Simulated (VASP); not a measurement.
Output of a VASP run:

File OSZICAR:
```
       N       E                     dE             d eps       ncg     rms          rms(c)
DAV:   1     0.609935500765E+02    0.60994E+02   -0.82725E+03  1152   0.123E+03
DAV:   2    -0.345990989106E+02   -0.95593E+02   -0.85110E+02  1660   0.263E+02
DAV:   3    -0.386070405540E+02   -0.40079E+01   -0.39785E+01  1484   0.583E+01
DAV:   4    -0.386481418269E+02   -0.41101E-01   -0.41087E-01  1388   0.631E+00
DAV:   5    -0.386487327890E+02   -0.59096E-03   -0.59090E-03  1448   0.754E-01    0.112E+01
DAV:   6    -0.354943108705E+02    0.31544E+01   -0.80126E+00  1312   0.232E+01    0.507E+00
DAV:   7    -0.352170645828E+02    0.27725E+00   -0.47478E-01  1440   0.611E+00    0.313E+00
DAV:   8    -0.351425009406E+02    0.74564E-01   -0.27371E-01  1388   0.406E+00    0.382E-01
DAV:   9    -0.351396887049E+02    0.28122E-02   -0.10520E-02  1376   0.939E-01    0.182E-01
DAV:  10    -0.351405428598E+02   -0.85415E-03   -0.12037E-03  1368   0.305E-01    0.372E-02
DAV:  11    -0.351406299078E+02   -0.87048E-04   -0.19152E-04  1468   0.123E-01    0.271E-02
DAV:  12    -0.351406268190E+02    0.30889E-05   -0.43793E-05  1404   0.594E-02    0.426E-03
DAV:  13    -0.351406271021E+02   -0.28308E-06   -0.16015E-06  1432   0.118E-02    0.929E-04
DAV:  14    -0.351406271935E+02   -0.91396E-07   -0.15149E-07  1320   0.328E-03
   1 F= -.35795689E+02 E0= -.35795689E+02  d E =0.000000E+00
```

**OUTCAR**
```
------------------------ aborting loop because EDIFF is reached ----------------------------------------
  Edisp (eV):   -0.65506
  FORCE on cell =-STRESS in cart. coord.  units (eV):
  Direction    XX          YY          ZZ          XY          YZ          ZX
  --------------------------------------------------------------------------------------
  Total       0.03407     0.03407     0.01101    -0.00000     0.00000     0.00000
  in kB       1.53881     1.53881     0.49725    -0.00000     0.00000     0.00000
  external pressure =        1.19 kB  Pullay stress =        0.00 kB
  volume of cell :       35.47
      direct lattice vectors                 reciprocal lattice vectors
     1.253531209 -2.171180133  0.000000000     0.398873196 -0.230289506  0.000000000
     1.253531209  2.171180133  0.000000000     0.398873196  0.230289506  0.000000000
     0.000000000  0.000000000  6.516569646     0.000000000  0.000000000  0.153454970
  FREE ENERGIE OF THE ION-ELECTRON SYSTEM (eV)
  ---------------------------------------------------
  free  energy   TOTEN  =       -35.7956892633 eV

  energy  without entropy=      -35.7956892633  energy(sigma->0) =      -35.79568926

 total charge

# of ion       s       p       d       tot
------------------------------------------
    1        0.743   1.421   0.000   2.164
    2        0.743   1.421   0.000   2.164
    3        1.225   2.795   0.000   4.020
    4        1.225   2.795   0.000   4.020
--------------------------------------------------
tot          3.937   8.432   0.000  12.368

 Electric field gradients after diagonalization (V/A^2)
 (convention: |V_zz| > |V_xx| > |V_yy|)
----------------------------------------------------------------------
 ion       V_xx      V_yy      V_zz     asymmetry (V_yy - V_xx)/ V_zz
----------------------------------------------------------------------
   1     -17.534   -17.534    35.068       0.000
   2     -17.534   -17.534    35.068       0.000
   3      -0.485    -0.484     0.968       0.001
   4      -0.485    -0.484     0.968       0.001
```
(Selected blocks of OUTCAR.)

### POSCAR
```
BN
1
    1.2535312090    -2.1711801333     0.0000000000
    1.2535312090     2.1711801333     0.0000000000
    0.0000000000     0.0000000000     6.5165696456
B N
2 2
Direct
  0.3333330000   0.6666670000   0.2500000000
  0.6666670000   0.3333330000   0.7500000000
  0.6666670000   0.3333330000   0.2500000000
  0.3333330000   0.6666670000   0.7500000000
```

### Question
Write an INCAR and KPOINTS that could have produced this output.

### Answer
This is not unique; one that fits is the input of the run itself, PBE GGA with D4 dispersion, plane waves, VASP's PBE PAW potentials (set 64).

INCAR:
```
SYSTEM = BN
PREC = Accurate
ENCUT = 520
EDIFF = 1E-7
NELM = 100
ALGO = Normal
LREAL = .FALSE.
LASPH = .TRUE.
ISMEAR = -5
GGA = PE
IVDW = 13
LWAVE = .FALSE.
LCHARG = .TRUE.
LORBIT = 11
NEDOS = 601
ISIF = 2
LEFG = .TRUE.
```

File KPOINTS:
```
Automatic mesh
0
Gamma
11 11 4
0 0 0
```

POTCAR, in this order: B N (PBE.64 set). Program: vasp_std.

The compound is BN in the hex structure. It was relaxed first.
